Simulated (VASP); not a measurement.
VASP runs on TlCl (CsCl type) share one base input (PBE GGA, plane waves, VASP's PBE PAW potentials (set 64)) and change the settings named in each case.

### KPOINTS
```
Automatic mesh
0
Gamma
6 6 6
0 0 0
```

POSCAR:
```
TlCl
3.840
  1.0000000000   0.0000000000   0.0000000000
  0.0000000000   1.0000000000   0.0000000000
  0.0000000000   0.0000000000   1.0000000000
Tl Cl
1 1
Cart
  0.0000000000   0.0000000000   0.0000000000
  0.5000000000   0.5000000000   0.5000000000
```

INCAR:
```
EDIFF = 1E-6
ISMEAR = 0   # Gaussian
ENCUT = 400   # plane-wave cut-off (eV)
NELM = 100   # most electronic steps
LMAXMIX = 4
SIGMA = 0.05   # width (eV)
ISIF = 2   # forces and stress, cell fixed
LASPH = .TRUE.
PREC = Accurate
LCHARG = .FALSE.
GGA = PE
SYSTEM = TlCl
LWAVE = .FALSE.
LREAL = .FALSE.   # projection in real space or not
ALGO = Normal
```

POTCAR, in this order: Tl_d Cl (PBE.64 set). Program: vasp_std.

```csv
change,E(σ→0) (eV/atom),gap on the mesh (eV),−TS (eV)
base run,-3.0032,2.09,0.0000
NELECT = 19.5,-3.5359,0.00,-0.0048
NELECT = 19.9,-3.1204,0.00,-0.0037
NELECT = 19.98,___,0.00,-0.0003
NELECT = 20.02,___,0.00,-0.0003
NELECT = 20.1,-2.7438,0.00,-0.0015
NELECT = 20.5,-1.6072,0.00,-0.0017
```

Some entries are withheld; supply them.

- NELECT = 19.98, E(σ→0) (eV/atom): -3.0299
- NELECT = 20.02, E(σ→0) (eV/atom): -2.9557

Charged cells carry a uniform compensating background. Unless said otherwise, spin-orbit coupling is left out, though it shifts the bands of the heavy elements here.

Left out are runs that ran out of time, are held back, or changed the cell or the kind of run, fixed moments of cells without a moment, rows past the twelfth, gaps on odd meshes, pressures of charged cells and columns that move by less than the noise.

The compound is TlCl in the CsCl type structure. The cell was not relaxed at this level.
